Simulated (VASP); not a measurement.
Calculation: LDA (Ceperley-Alder, Perdew-Zunger), VASP's LDA PAW potentials (set 64) (plane waves; VASP).

VASP ran on this input.

**INCAR**
```
PREC=Accurate
LEFG=.TRUE.
LORBIT=11   ! lm-projected
ISMEAR=-5
LCHARG=.TRUE.
LREAL=.FALSE.   ! projection in real space or not
EDIFF=1E-7   ! SCF stop (eV)
LASPH=.TRUE.
ENCUT=400   ! plane-wave cut-off (eV)
SYSTEM=CdGeAs2
ALGO=Normal   ! blocked Davidson
NELM=100
LMAXMIX=4   ! l cut-off of mixed one-centre charges
NEDOS=601   ! DOS grid
LWAVE=.FALSE.
ISIF=2   ! forces and stress, cell fixed
```

File POSCAR:
```
CdGeAs2
11.1920070
 -0.2629649080   0.2629649080   0.4999999911
  0.2629649080  -0.2629649080   0.4999999911
  0.2629649080   0.2629649080  -0.4999999911
Cd Ge As
2 2 4
Cartesian
  0.2629649080  -0.2629649080   0.4999999911
 -0.0000000000   0.2629649080   0.2499999956
  0.0000000000   0.0000000000   0.4999999911
  0.2629649080   0.0000000000   0.2499999956
  0.1186032306   0.1314824540   0.6249999889
  0.1314824540  -0.1186032306   0.3749999933
  0.1443616773   0.1314824540   0.1249999978
  0.1314824540   0.3815681386  -0.1249999978
```

KPOINTS:
```
Automatic mesh
0
Gamma
6 6 6
0 0 0
```

POTCAR, in this order: Cd Ge_d As (LDA.64 set). Program: vasp_std.

Output

File OSZICAR:
```
       N       E                     dE             d eps       ncg     rms          rms(c)
DAV:   1     0.640278000887E+03    0.64028E+03   -0.29436E+04  3215   0.238E+03
DAV:   2     0.617837045848E+02   -0.57849E+03   -0.56413E+03  2620   0.712E+02
DAV:   3    -0.311242853434E+02   -0.92908E+02   -0.91775E+02  2901   0.171E+02
DAV:   4    -0.363568584051E+02   -0.52326E+01   -0.52133E+01  3125   0.473E+01
DAV:   5    -0.364638084502E+02   -0.10695E+00   -0.10686E+00  2954   0.686E+00    0.100E+01
DAV:   6    -0.355371380181E+02    0.92667E+00   -0.19706E+00  2973   0.116E+01    0.746E+00
DAV:   7    -0.354058749273E+02    0.13126E+00   -0.89347E-01  2967   0.383E+00    0.270E+00
DAV:   8    -0.353935112927E+02    0.12364E-01   -0.11859E-01  2932   0.294E+00    0.573E-01
DAV:   9    -0.353919134510E+02    0.15978E-02   -0.16034E-02  3026   0.130E+00    0.127E-01
DAV:  10    -0.353915613109E+02    0.35214E-03   -0.17017E-03  3054   0.333E-01    0.454E-02
DAV:  11    -0.353915958082E+02   -0.34497E-04   -0.57986E-04  3007   0.143E-01    0.427E-02
DAV:  12    -0.353915781651E+02    0.17643E-04   -0.12514E-04  2890   0.896E-02    0.151E-02
DAV:  13    -0.353915786738E+02   -0.50873E-06   -0.88192E-06  3069   0.169E-02    0.738E-03
DAV:  14    -0.353915784438E+02    0.22995E-06   -0.11730E-06  2784   0.836E-03    0.103E-03
DAV:  15    -0.353915784350E+02    0.88057E-08   -0.30259E-07  2281   0.342E-03
   1 F= -.35391578E+02 E0= -.35391578E+02  d E =0.000000E+00
```

File OUTCAR:
```
------------------------ aborting loop because EDIFF is reached ----------------------------------------
  FORCE on cell =-STRESS in cart. coord.  units (eV):
  Direction    XX          YY          ZZ          XY          YZ          ZX
  --------------------------------------------------------------------------------------
  Total       -0.0413086     -0.0413086      0.1421376      0.0000000      0.0000000      0.0000000
  in kB       -0.3413511     -0.3413511      1.1745459      0.0000000      0.0000000      0.0000000
  external PRESSURE =       0.1639479 kB  Pullay stress =       0.0000000 kB
  volume of cell :      193.89
      direct lattice vectors                 reciprocal lattice vectors
    -2.943105091  2.943105091  5.596003401     0.000000000  0.169888599  0.089349481
     2.943105091 -2.943105091  5.596003401     0.169888599  0.000000000  0.089349481
     2.943105091  2.943105091 -5.596003401     0.169888599  0.169888599  0.000000000
 POSITION                                       TOTAL-FORCE (eV/Angst)
 -----------------------------------------------------------------------------------
      0.00000      0.00000      0.00000        -0.000000     -0.000000     -0.000000
     -0.00000      2.94311      2.79800        -0.000000     -0.000000     -0.000000
      0.00000      0.00000      5.59600        -0.000000     -0.000000      0.000000
      2.94311     -0.00000      2.79800         0.000000     -0.000000      0.000000
      1.32741      1.47155      6.99500         0.007435     -0.000000      0.000000
      1.47155     -1.32741      4.19700        -0.000000     -0.007435      0.000000
      1.61570      1.47155      1.39900        -0.007435     -0.000000      0.000000
      1.47155      4.27051     -1.39900         0.000000      0.007435      0.000000
 -----------------------------------------------------------------------------------
    total drift:                               -0.000002     -0.000002     -0.000005
  FREE ENERGIE OF THE ION-ELECTRON SYSTEM (eV)
  ---------------------------------------------------
  free  energy   TOTEN  =       -35.3915784350 eV

  energy  without entropy=      -35.3915784350  energy(sigma->0) =      -35.39157844

 total charge

# of ion       s       p       d       tot
------------------------------------------
    1        0.515   0.391   9.497  10.403
    2        0.515   0.391   9.497  10.403
    3        1.139   1.185  10.060  12.384
    4        1.139   1.185  10.060  12.384
    5        1.237   1.547   0.034   2.818
    6        1.237   1.547   0.034   2.818
    7        1.237   1.547   0.034   2.818
    8        1.237   1.547   0.034   2.818
--------------------------------------------------
tot          8.256   9.340  39.251  56.846

 Electric field gradients after diagonalization (V/A^2)
 (convention: |V_zz| > |V_xx| > |V_yy|)
----------------------------------------------------------------------
 ion       V_xx      V_yy      V_zz     asymmetry (V_yy - V_xx)/ V_zz
----------------------------------------------------------------------
   1     -18.723   -18.719    37.442       0.000
   2     -18.723   -18.719    37.442       0.000
   3      -1.884    -1.870     3.754       0.004
   4      -1.884    -1.870     3.754       0.004
   5     129.150    18.371  -147.520       0.751
   6     129.149    18.371  -147.520       0.751
   7     129.149    18.371  -147.520       0.751
   8     129.150    18.371  -147.520       0.751
```
(Selected blocks of OUTCAR.)

The compound is CdGeAs2 in the chalcopyrite structure. It was relaxed first.
